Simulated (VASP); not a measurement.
Here is the system:

```
CELL_PARAMETERS angstrom
      0.00000     2.51008     2.51008
      2.51008     0.00000     2.51008
      2.51008     2.51008     0.00000
ATOMIC_POSITIONS crystal
  Hf 0.00000 0.00000 0.00000
  O  0.25000 0.25000 0.25000
  O  0.75000 0.75000 0.75000
```

Level of theory: PBEsol GGA with spin-orbit coupling, VASP's PBE PAW potentials (set 64) (plane waves; VASP). Numerical set-up: 520 eV cut-off, 7×7×7 Γ-centred mesh, Gaussian smearing of 0.050 eV, potentials Hf_pv O.

Problem. Give the energies of bands 15 to 28 at the high-symmetry points, in eV from the valence-band maximum.

Solution. 
| band | Γ | X | U | L | W |
|---|---|---|---|---|---|
| 15 | -5.56 | -3.38 | -3.43 | -3.13 | -2.72 |
| 16 | -5.56 | -3.38 | -3.43 | -3.13 | -2.72 |
| 17 | -0.73 | -1.63 | -2.35 | -2.85 | -2.56 |
| 18 | -0.73 | -1.63 | -2.35 | -2.85 | -2.56 |
| 19 | -0.58 | -1.57 | -1.34 | -1.98 | -1.45 |
| 20 | -0.58 | -1.57 | -1.34 | -1.98 | -1.45 |
| 21 | -0.58 | 0.00 | -0.35 | -1.76 | -0.22 |
| 22 | -0.58 | 0.00 | -0.35 | -1.76 | -0.22 |
| 23 | 3.82 | 3.73 | 4.29 | 4.47 | 4.82 |
| 24 | 3.82 | 3.73 | 4.29 | 4.47 | 4.82 |
| 25 | 3.82 | 5.50 | 5.45 | 4.71 | 5.15 |
| 26 | 3.82 | 5.50 | 5.45 | 4.71 | 5.15 |
| 27 | 5.88 | 6.90 | 7.15 | 7.25 | 7.22 |
| 28 | 5.88 | 6.90 | 7.15 | 7.25 | 7.22 |

The gap is direct, 3.73 eV, from the valence maximum at X to the conduction minimum at X.

The structure comes from a measured HfO2 entry (Fm-3m) of the Crystallography Open Database, whose conditions weren't checked. It was relaxed first, which changed the volume by -5 %.
